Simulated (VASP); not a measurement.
Computed with PBE0 hybrid, VASP's PBE PAW potentials (set 64) (plane waves; VASP 6.6.1).

A VASP calculation is set up with these files.

**INCAR**
```
# general
SYSTEM  =Li2S
PREC    =Accurate
ENCUT   =280
LREAL   =.FALSE.
LASPH   =.TRUE.
ISYM    =3

# electronic loop
EDIFF   =1E-6
NELM    =100
ALGO    =Normal

# smearing
ISMEAR  =0
SIGMA   =0.01

# functional
GGA     =PE
LHFCALC =.TRUE.
AEXX    =0.25
HFRCUT  =-1
PRECFOCK=Fast

# ions
ISIF    =2

# output
LWAVE   =.FALSE.
LCHARG  =.FALSE.
```

**POSCAR**
```
Li2S
1
    0.0000000000     2.8351700000     2.8351700000
    2.8351700000     0.0000000000     2.8351700000
    2.8351700000     2.8351700000     0.0000000000
Li S
2 1
Direct
  0.7706710000   0.7570310000   0.7286570000
  0.2317370000   0.2354280000   0.2562430000
 -0.0024080000   0.0075410000   0.0151000000
```

KPOINTS:
```
Automatic mesh
0
Gamma
7 7 7
0 0 0
```

POTCAR, in this order: Li_sv S (PBE.64 set). Program: vasp_std.

Problem. What will the output report for the number of irreducible k-points (NKPTS), largest plane-wave count, number of space-group operations, FFT grid (NGX, NGY, NGZ)?

Solution. 
```
Item                                           Value
--------------------------------------  ------------
number of irreducible k-points (NKPTS)           172
largest plane-wave count                         531
number of space-group operations                   1
FFT grid (NGX, NGY, NGZ)                24 × 24 × 24
```

The structure comes from a computed database's Li2S entry; how it stands against other phases isn't given here. The cell was not relaxed at this level, atoms are displaced from their ideal sites. The run is one of a series of settings (ENCUT = 280 against the base run), some of them coarse on purpose.
